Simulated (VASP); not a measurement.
Crystal: BaTiO3.

```
Ba Ti O
1.0
     3.99654    0.00000    0.00000
     0.00000    3.99654    0.00000
     0.00000    0.00000    4.21949
Ba Ti O
1 1 3
Direct
  0.50000 0.50000 0.58977
  0.00000 0.00000 0.10867
  0.00000 0.50000 0.06122
  0.50000 0.00000 0.06122
  0.00000 0.00000 0.53912
```

The cell is a database's computed one.

Program: VASP 6.6.1. Alike in all runs: task band structure; no spin polarisation; cell as given; cutoff (eV) 450; smearing gaussian 0.02 eV. Hardware: 4 MPI ranks on Intel(R) Xeon(R) Platinum 8488C (Sapphire Rapids), with other jobs on the host.

Question: Order these runs on this cell by their wall time, lowest first.
A. level HSE06; potentials or basis VASP PAW PBE potentials, release 64 (Ba_sv, Ti_sv, O); k mesh 6 × 6 × 6; grid for exact exchange (PRECFOCK) Fast; screening parameter 0.2 1/A
B. level LDA; potentials or basis VASP PAW LDA potentials, release 64 (Ba_sv, Ti_sv, O); k mesh 8 × 8 × 8
C. level r2SCAN; potentials or basis VASP PAW PBE potentials, release 64 (Ba_sv, Ti_sv, O); k mesh 8 × 8 × 8

Answer: B (48 s), C (170 s), A (7100 s).

Runs at the PBE level aren't shown here.
